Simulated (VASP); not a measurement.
Data:

```
HfN
1.0
    0.00000     2.24519     2.24519
    2.24519     0.00000     2.24519
    2.24519     2.24519     0.00000
Hf N
1 1
Cartesian
  0.00000   0.00000   0.00000
  2.24519   2.24519   2.24519
```

These are PBEsol GGA with spin-orbit coupling, VASP's PBE PAW potentials (set 64) (plane waves; VASP) values and carry that method's errors. Numerical set-up: 520 eV cut-off, 13×13×13 Γ-centred mesh, Gaussian smearing of 0.050 eV, potentials Hf_pv N.

Problem. The job: HfN (space group Fm-3m), 2 atoms, PBEsol+SOC, static run, 520 eV, 13×13×13 Γ-centred mesh. Roughly how much core time does it take on a busy server core?

Solution. About 2 core-minutes (one run on a shared machine, a rough figure). It had 84 irreducible k-points, 22 bands, up to 1242 plane waves and 14 electronic steps.

The structure comes from a measured HfN entry (Fm-3m) of the Crystallography Open Database, whose conditions weren't checked. It was relaxed first.
